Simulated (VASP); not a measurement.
# Si2Mo: convergence with the k-mesh and SCF threshold, part 2 of 3

Aim: find how far the k-mesh and SCF threshold must be pushed for Si2Mo, and what that costs. The atoms are off their equilibrium sites, so that forces can be compared too. The series runs use PBEsol. The atoms of the start are displaced at random from the sites of a I4/mmm cell.

VASP 6.6.1; PBEsol; plane waves and PAW (Si, Mo_sv).

So far. Step 6 (K-mesh: 7 7 8): Against the run before the energy moves by +0.55 meV an atom and the pressure by +0.03 GPa, after 13 cycles in 48 s.

The database entry behind the starting cell is an old determination (1927), so it need not match the best structure at ambient conditions.

## Step 7: K-mesh: 9 9 12

INCAR

```
SYSTEM = Si2Mo
PREC = Accurate
ENCUT = 400
EDIFF = 1E-06
NELM = 100
ISMEAR = -1
SIGMA = 0.05
LREAL = .FALSE.
ALGO = Normal
GGA = PS
NBANDS = 17
LASPH = .TRUE.
LORBIT = 11
LWAVE = .FALSE.
LCHARG = .FALSE.
KPAR = 4
ISIF = 2
```

POSCAR

```
Si2Mo
1.0
   -1.6000000000      1.6000000000      3.9305000000
    1.6000000000     -1.6000000000      3.9305000000
    1.6000000000      1.6000000000     -3.9305000000
Si Mo
2 1
Direct
    0.3506620000      0.3348630000      0.0066410000
    0.6778390000      0.6943160000      0.0250040000
   -0.0010010000      0.0128110000      0.0115010000
```

KPOINTS

```
Automatic mesh
0
Gamma
9 9 12
0 0 0
```

The projector-augmented-wave data sets are Si and Mo_sv (PBE family, release 64).

Launch:

```
$ mpirun -np 4 vasp_std
```

What it wrote:

```text
[... set-up lines as in an earlier step ...]
 entering main loop
       N       E                     dE             d eps       ncg     rms          rms(c)
DAV:   1     0.932341228771E+02    0.93234E+02   -0.98845E+03 16742   0.101E+03
DAV:   2    -0.238646744743E+02   -0.11710E+03   -0.11515E+03 20711   0.272E+02
DAV:   3    -0.260070576819E+02   -0.21424E+01   -0.21202E+01 20367   0.334E+01
DAV:   4    -0.260175897029E+02   -0.10532E-01   -0.10526E-01 20775   0.266E+00
[...]
DAV:  11    -0.250274293403E+02    0.14483E-04   -0.17708E-04 18122   0.990E-02    0.365E-02
DAV:  12    -0.250274267803E+02    0.25600E-05   -0.23551E-05 17805   0.336E-02    0.812E-03
DAV:  13    -0.250274262520E+02    0.52829E-06   -0.12929E-06  9437   0.989E-03
   1 F= -.25027426E+02 E0= -.25026140E+02  d E =-.257328E-02
```

The job ended after 1.8 min (4 MPI ranks of Intel Xeon Platinum 8488C (Sapphire Rapids), shared host; peak memory 1.3 GiB; 7.2 min of CPU time).

OUTCAR, selected parts (step 7):

```text
  Total       -0.4758491     -0.4284978     -0.7254531     -0.0658292      0.0689391     -0.1101424
  in kB      -18.9422728    -17.0573442    -28.8783353     -2.6204837      2.7442787     -4.3844733
  external PRESSURE =     -21.6259841 kB  Pullay stress =       0.0000000 kB

 POSITION                                       TOTAL-FORCE (eV/Angst)
 -----------------------------------------------------------------------------------
     -0.01465      0.03590      2.66835         0.574185     -0.296158      0.012827
      0.06637      0.01364      5.29498        -0.371809      0.008844     -0.690382
     -1.55950      1.59630      3.93171        -0.202376      0.287313      0.677555
 -----------------------------------------------------------------------------------
    total drift:                               -0.000090     -0.000026      0.000062

  FREE ENERGIE OF THE ION-ELECTRON SYSTEM (eV)
  ---------------------------------------------------
  free  energy   TOTEN  =       -25.0274262520 eV

  energy  without entropy=      -25.0248529702  energy(sigma->0) =      -25.02613961

[... 1 part as in an earlier step ...]

[... 2 further parts left out ...]
[key lines of the parts left out:]
E-fermi :  12.1695
```

Against the run before the energy moves by +0.14 meV an atom while the pressure stays within 0.01 GPa, after 13 cycles in 1.8 min.

## Step 8: K-mesh: 11 11 14

INCAR is that of step 7.

POSCAR is that of step 7.

KPOINTS

```
Automatic mesh
0
Gamma
11 11 14
0 0 0
```

Launch:

```
$ mpirun -np 4 vasp_std
```

What it wrote:

```text
[... set-up lines as in an earlier step ...]
 entering main loop
       N       E                     dE             d eps       ncg     rms          rms(c)
DAV:   1     0.932323491674E+02    0.93232E+02   -0.98363E+03 29208   0.101E+03
DAV:   2    -0.238689015445E+02   -0.11710E+03   -0.11512E+03 36150   0.273E+02
DAV:   3    -0.260063614792E+02   -0.21375E+01   -0.21191E+01 35766   0.334E+01
DAV:   4    -0.260169726192E+02   -0.10611E-01   -0.10605E-01 35897   0.266E+00
[...]
DAV:  11    -0.250280168838E+02    0.13842E-04   -0.16790E-04 31137   0.964E-02    0.353E-02
DAV:  12    -0.250280146259E+02    0.22579E-05   -0.22093E-05 30777   0.326E-02    0.801E-03
DAV:  13    -0.250280140821E+02    0.54371E-06   -0.13141E-06 16472   0.997E-03
   1 F= -.25028014E+02 E0= -.25026935E+02  d E =-.215825E-02
```

The job ended after 2.9 min (4 MPI ranks; peak memory 1.9 GiB; 11 min of CPU time).

From OUTCAR (step 8):

```text
  Total       -0.4807129     -0.4293436     -0.7264980     -0.0613767      0.0720916     -0.1121538
  in kB      -19.1358891    -17.0910145    -28.9199312     -2.4432431      2.8697716     -4.4645417
  external PRESSURE =     -21.7156116 kB  Pullay stress =       0.0000000 kB

 POSITION                                       TOTAL-FORCE (eV/Angst)
 -----------------------------------------------------------------------------------
     -0.01465      0.03590      2.66835         0.574951     -0.296593      0.015084
      0.06637      0.01364      5.29498        -0.372528      0.008957     -0.691428
     -1.55950      1.59630      3.93171        -0.202423      0.287636      0.676344
 -----------------------------------------------------------------------------------
    total drift:                               -0.000089     -0.000028      0.000055

  FREE ENERGIE OF THE ION-ELECTRON SYSTEM (eV)
  ---------------------------------------------------
  free  energy   TOTEN  =       -25.0280140821 eV

  energy  without entropy=      -25.0258558354  energy(sigma->0) =      -25.02693496

[... 1 part as in an earlier step ...]

[... 2 further parts left out ...]
[key lines of the parts left out:]
E-fermi :  12.1795
```

Against the run before the energy moves by -0.27 meV an atom and the pressure by -0.01 GPa, after 13 cycles in 2.9 min.

## Step 9: K-mesh: 14 14 18

INCAR is that of step 8.

POSCAR is that of step 8.

KPOINTS

```
Automatic mesh
0
Gamma
14 14 18
0 0 0
```

Launch:

```
$ mpirun -np 4 vasp_std
```

What it wrote:

```text
[... set-up lines as in an earlier step ...]
 entering main loop
       N       E                     dE             d eps       ncg     rms          rms(c)
DAV:   1     0.934385631153E+02    0.93439E+02   -0.98666E+03 60832   0.101E+03
DAV:   2    -0.238674221653E+02   -0.11731E+03   -0.11530E+03 75438   0.273E+02
DAV:   3    -0.260059193586E+02   -0.21385E+01   -0.21199E+01 74304   0.335E+01
DAV:   4    -0.260166232820E+02   -0.10704E-01   -0.10696E-01 75370   0.266E+00
[...]
DAV:  11    -0.250279498092E+02    0.13526E-04   -0.16304E-04 65244   0.951E-02    0.352E-02
DAV:  12    -0.250279476980E+02    0.21112E-05   -0.21097E-05 64490   0.320E-02    0.783E-03
DAV:  13    -0.250279471651E+02    0.53292E-06   -0.12675E-06 34083   0.978E-03
   1 F= -.25027947E+02 E0= -.25026851E+02  d E =-.219295E-02
```

The job ended after 6.2 min (4 MPI ranks; peak memory 3.4 GiB; 25 min of CPU time).

Parts of OUTCAR (step 9):

```text
  Total       -0.4758709     -0.4291605     -0.7317971     -0.0771684      0.0705184     -0.1139451
  in kB      -18.9431403    -17.0837243    -29.1308726     -3.0718674      2.8071476     -4.5358496
  external PRESSURE =     -21.7192457 kB  Pullay stress =       0.0000000 kB

 POSITION                                       TOTAL-FORCE (eV/Angst)
 -----------------------------------------------------------------------------------
     -0.01465      0.03590      2.66835         0.575624     -0.296122      0.021837
      0.06637      0.01364      5.29498        -0.373050      0.008622     -0.696211
     -1.55950      1.59630      3.93171        -0.202574      0.287500      0.674374
 -----------------------------------------------------------------------------------
    total drift:                               -0.000089     -0.000027      0.000058

  FREE ENERGIE OF THE ION-ELECTRON SYSTEM (eV)
  ---------------------------------------------------
  free  energy   TOTEN  =       -25.0279471651 eV

  energy  without entropy=      -25.0257542184  energy(sigma->0) =      -25.02685069

[... 1 part as in an earlier step ...]

[... 2 further parts left out ...]
[key lines of the parts left out:]
E-fermi :  12.1764
```

Against the run before the energy moves by +0.03 meV an atom while the pressure stays within 0.01 GPa, after 13 cycles in 6.2 min.

## Step 10: The k-mesh series as a table

This step: convergence of PBEsol results with the mesh; plane waves and PAW (VASP 6.6.1).

Derived from the runs above.

Differences are taken from the run with 14 14 18. Results of the series, by row:

```tsv
setting	status	energy less the reference (meV/atom)	pressure (GPa)	largest force difference (meV/Å)	SCF cycles	wall time (s)
2 2 3	converged	-73.11	-2.325	149.4	12	4.4
3 3 4	converged	23.51	-2.186	73.75	13	9.4
4 4 5	converged	-6.248	-2.181	63.79	13	13
5 5 7	converged	-0.4513	-2.195	18.69	13	21
7 7 8	converged	0.09705	-2.164	30.81	13	48
9 9 12	converged	0.237	-2.163	9.01	13	109
11 11 14	converged	-0.02809	-2.172	6.753	13	173
14 14 18	converged	0	-2.172	0	13	373.1
```

## Step 11: SCF threshold: EDIFF = 0.01

This step: PBEsol; plane waves and PAW (Si, Mo_sv) (VASP 6.6.1).

EDIFF stops the electronic loop; forces need it tighter than energies do.

INCAR: that of step 9 with these lines changed.

```diff
@@ -3,3 +3,3 @@
 ENCUT = 400
-EDIFF = 1E-06
+EDIFF = 0.01
 NELM = 100
```

POSCAR is that of step 9.

KPOINTS

```
Automatic mesh
0
Gamma
8 8 10
0 0 0
```

Launch:

```
$ mpirun -np 4 vasp_std
```

What it wrote:

```text
[... set-up lines as in an earlier step ...]
 entering main loop
       N       E                     dE             d eps       ncg     rms          rms(c)
DAV:   1     0.926005790133E+02    0.92601E+02   -0.98328E+03 11160   0.101E+03
DAV:   2    -0.239170917892E+02   -0.11652E+03   -0.11455E+03 13874   0.272E+02
DAV:   3    -0.260052789345E+02   -0.20882E+01   -0.20627E+01 13557   0.331E+01
DAV:   4    -0.260156637258E+02   -0.10385E-01   -0.10376E-01 13846   0.264E+00
DAV:   5    -0.260157242055E+02   -0.60480E-04   -0.60453E-04 10578   0.202E-01    0.224E+01
DAV:   6    -0.252099503100E+02    0.80577E+00   -0.65388E+00 11767   0.167E+01    0.485E+00
DAV:   7    -0.250701646451E+02    0.13979E+00   -0.98960E-01 11533   0.602E+00    0.461E+00
DAV:   8    -0.250284416431E+02    0.41723E-01   -0.11710E-01 12001   0.252E+00    0.449E-01
DAV:   9    -0.250273347386E+02    0.11069E-02   -0.20882E-03  5784   0.372E-01
   1 F= -.25027335E+02 E0= -.25026061E+02  d E =-.254785E-02
```

Elapsed: 52 s, on 4 MPI ranks; peak memory 1.1 GiB; 3.4 min of CPU time.

Parts of OUTCAR (step 11):

```text
   k-points           NKPTS =    324   k-points in BZ     NKDIM =    324   number of bands    NBANDS=     17

   NELECT =      22.0000    total number of electrons

 E-fermi :  12.1834

 k-point     1 :       0.0000    0.0000    0.0000
  band No.  band energies     occupation
    ...
      6       5.8288      2.00000
      7       8.7314      2.00000
      8       9.1162      2.00000
      9       9.5117      2.00000
     10       9.5315      2.00000
     11      12.5988      0.00049
     12      15.1611      0.00000
     13      15.2322      0.00000
     14      15.8460      0.00000
     15      15.9289      0.00000
    ...

  Total       -0.3765049     -0.3273532     -0.6653173     -0.0775020      0.0621743     -0.1204538
  in kB      -14.9876481    -13.0310506    -26.4844913     -3.0851447      2.4749914     -4.7949421
  external PRESSURE =     -18.1677300 kB  Pullay stress =       0.0000000 kB

 POSITION                                       TOTAL-FORCE (eV/Angst)
 -----------------------------------------------------------------------------------
     -0.01465      0.03590      2.66835         0.576082     -0.293216      0.021892
      0.06637      0.01364      5.29498        -0.372664      0.005602     -0.699746
     -1.55950      1.59630      3.93171        -0.203418      0.287615      0.677854
 -----------------------------------------------------------------------------------
    total drift:                               -0.000839      0.001251      0.003168

  FREE ENERGIE OF THE ION-ELECTRON SYSTEM (eV)
  ---------------------------------------------------
  free  energy   TOTEN  =       -25.0273347386 eV

  energy  without entropy=      -25.0247868915  energy(sigma->0) =      -25.02606082

[... 6 parts as in an earlier step ...]

[... 10 further parts left out ...]
```

Numbers from this step:

```yaml
scf_cycles: 9
irreducible_k_points: 324
pressure: -1.817 GPa
```

The series starts at -8.3420 eV an atom and -1.82 GPa, after 9 cycles in 52 s.

## Step 12: SCF threshold: EDIFF = 0.001

INCAR: that of step 11 with these lines changed.

```diff
@@ -3,3 +3,3 @@
 ENCUT = 400
-EDIFF = 0.01
+EDIFF = 0.001
 NELM = 100
```

POSCAR is that of step 11.

KPOINTS is that of step 11.

Launch:

```
$ mpirun -np 4 vasp_std
```

What it wrote:

```text
[... set-up lines as in an earlier step ...]
 entering main loop
       N       E                     dE             d eps       ncg     rms          rms(c)
[... 4 cycles as in an earlier step ...]
DAV:   5    -0.260157247226E+02   -0.60997E-04   -0.60974E-04 11106   0.202E-01    0.224E+01
DAV:   6    -0.252099493336E+02    0.80578E+00   -0.65388E+00 11767   0.167E+01    0.485E+00
DAV:   7    -0.250701646481E+02    0.13978E+00   -0.98959E-01 11533   0.602E+00    0.461E+00
DAV:   8    -0.250284415666E+02    0.41723E-01   -0.11710E-01 12002   0.252E+00    0.449E-01
DAV:   9    -0.250273484716E+02    0.10931E-02   -0.22258E-03 13251   0.372E-01    0.243E-01
DAV:  10    -0.250272274452E+02    0.12103E-03   -0.52155E-04  5910   0.207E-01
   1 F= -.25027227E+02 E0= -.25025956E+02  d E =-.254326E-02
```

Elapsed: 57 s, on 4 MPI ranks; peak memory 1.1 GiB; 3.7 min of CPU time.

OUTCAR, selected parts (step 12):

```text
  Total       -0.5744625     -0.5261385     -0.8175892     -0.0763229      0.0593014     -0.1121730
  in kB      -22.8678070    -20.9441574    -32.5460275     -3.0382095      2.3606286     -4.4653062
  external PRESSURE =     -25.4526639 kB  Pullay stress =       0.0000000 kB

 POSITION                                       TOTAL-FORCE (eV/Angst)
 -----------------------------------------------------------------------------------
     -0.01465      0.03590      2.66835         0.575587     -0.292873      0.026118
      0.06637      0.01364      5.29498        -0.372378      0.005570     -0.701114
     -1.55950      1.59630      3.93171        -0.203209      0.287303      0.674996
 -----------------------------------------------------------------------------------
    total drift:                               -0.001046      0.001428      0.001709

  FREE ENERGIE OF THE ION-ELECTRON SYSTEM (eV)
  ---------------------------------------------------
  free  energy   TOTEN  =       -25.0272274452 eV

  energy  without entropy=      -25.0246841886  energy(sigma->0) =      -25.02595582

[... 2 parts as in an earlier step ...]

[... 1 further part left out ...]
[key lines of the parts left out:]
E-fermi :  12.1873
```

Against the run before the energy moves by +0.04 meV an atom and the pressure by -0.73 GPa, after 10 cycles in 57 s.

## Step 13: SCF threshold: EDIFF = 1E-04

INCAR: that of step 12 with these lines changed.

```diff
@@ -3,3 +3,3 @@
 ENCUT = 400
-EDIFF = 0.001
+EDIFF = 1E-04
 NELM = 100
```

POSCAR is that of step 12.

KPOINTS is that of step 12.

Launch:

```
$ mpirun -np 4 vasp_std
```

What it wrote:

```text
[... set-up lines as in an earlier step ...]
 entering main loop
       N       E                     dE             d eps       ncg     rms          rms(c)
[... 4 cycles as in an earlier step ...]
DAV:   5    -0.260157303491E+02   -0.66623E-04   -0.66618E-04 13594   0.202E-01    0.224E+01
DAV:   6    -0.252099640733E+02    0.80577E+00   -0.65391E+00 11767   0.167E+01    0.485E+00
DAV:   7    -0.250701672993E+02    0.13980E+00   -0.98962E-01 11533   0.602E+00    0.461E+00
DAV:   8    -0.250284410334E+02    0.41726E-01   -0.11711E-01 12002   0.252E+00    0.448E-01
DAV:   9    -0.250273494035E+02    0.10916E-02   -0.22337E-03 14064   0.372E-01    0.243E-01
DAV:  10    -0.250272325652E+02    0.11684E-03   -0.56851E-04 11996   0.207E-01    0.597E-02
DAV:  11    -0.250272183598E+02    0.14205E-04   -0.15704E-04  6083   0.953E-02
   1 F= -.25027218E+02 E0= -.25025945E+02  d E =-.254735E-02
```

Run time: 64 s. Hardware: 4 MPI ranks; peak memory 1.1 GiB; 4.2 min of CPU time.

Parts of OUTCAR (step 13):

```text
  Total       -0.4352962     -0.3866997     -0.7031204     -0.0765359      0.0596756     -0.1129766
  in kB      -17.3279702    -15.3934747    -27.9893313     -3.0466896      2.3755246     -4.4972961
  external PRESSURE =     -20.2369254 kB  Pullay stress =       0.0000000 kB

 POSITION                                       TOTAL-FORCE (eV/Angst)
 -----------------------------------------------------------------------------------
     -0.01465      0.03590      2.66835         0.575784     -0.292542      0.025496
      0.06637      0.01364      5.29498        -0.373278      0.006352     -0.700473
     -1.55950      1.59630      3.93171        -0.202505      0.286189      0.674978
 -----------------------------------------------------------------------------------
    total drift:                                0.000435     -0.000723     -0.001381

  FREE ENERGIE OF THE ION-ELECTRON SYSTEM (eV)
  ---------------------------------------------------
  free  energy   TOTEN  =       -25.0272183598 eV

  energy  without entropy=      -25.0246710121  energy(sigma->0) =      -25.02594469

[... 2 parts as in an earlier step ...]

[... 1 further part left out ...]
[key lines of the parts left out:]
E-fermi :  12.1840
```

Against the run before the energy stays within 0.01 meV an atom; the pressure moves by +0.52 GPa, after 11 cycles in 64 s.

## Step 14: SCF threshold: EDIFF = 1E-05

INCAR: that of step 13 with these lines changed.

```diff
@@ -3,3 +3,3 @@
 ENCUT = 400
-EDIFF = 1E-04
+EDIFF = 1E-05
 NELM = 100
```

POSCAR is that of step 13.

KPOINTS is that of step 13.

Launch:

```
$ mpirun -np 4 vasp_std
```

What it wrote:

```text
[... set-up lines as in an earlier step ...]
 entering main loop
       N       E                     dE             d eps       ncg     rms          rms(c)
[... 9 cycles as in an earlier step ...]
DAV:  10    -0.250272325796E+02    0.11682E-03   -0.56866E-04 12291   0.207E-01    0.596E-02
DAV:  11    -0.250272190186E+02    0.13561E-04   -0.16360E-04 11961   0.952E-02    0.353E-02
DAV:  12    -0.250272168365E+02    0.21820E-05   -0.20726E-05  7293   0.321E-02
   1 F= -.25027217E+02 E0= -.25025943E+02  d E =-.254696E-02
```

Wall time 66 s (4 MPI ranks); peak memory 1.1 GiB; 4.3 min of CPU time.

OUTCAR, selected parts (step 14):

```text
  Total       -0.4793680     -0.4307524     -0.7547395     -0.0767303      0.0598627     -0.1138883
  in kB      -19.0823511    -17.1470946    -30.0441475     -3.0544268      2.3829715     -4.5335881
  external PRESSURE =     -22.0911977 kB  Pullay stress =       0.0000000 kB

 POSITION                                       TOTAL-FORCE (eV/Angst)
 -----------------------------------------------------------------------------------
     -0.01465      0.03590      2.66835         0.575934     -0.292799      0.023800
      0.06637      0.01364      5.29498        -0.373046      0.006060     -0.699632
     -1.55950      1.59630      3.93171        -0.202888      0.286740      0.675832
 -----------------------------------------------------------------------------------
    total drift:                               -0.000035     -0.000093      0.000242

  FREE ENERGIE OF THE ION-ELECTRON SYSTEM (eV)
  ---------------------------------------------------
  free  energy   TOTEN  =       -25.0272168365 eV

  energy  without entropy=      -25.0246698768  energy(sigma->0) =      -25.02594336

[... 2 parts as in an earlier step ...]

[... 1 further part left out ...]
[key lines of the parts left out:]
E-fermi :  12.1856
```

Against the run before the energy stays within 0.01 meV an atom; the pressure moves by -0.19 GPa, after 12 cycles in 66 s.

(Part 2 of 3 ends here.)

[Lines on the potential files, build, host, timing and source positions are cut from VASP's logs without a mark.]

[Logs are printed without paths, hosts, clocks, repeated set-up lines and the standing remarks that a program may print on its own settings, such as how far it seeks lower states.]

[Hosts, paths, dates, database ids (printed as entryN), source tags and the programs' standing remarks are cut or masked in the printed files.]

[A measured line is paired with the nearest computed mode of its activity, which favours agreement.]
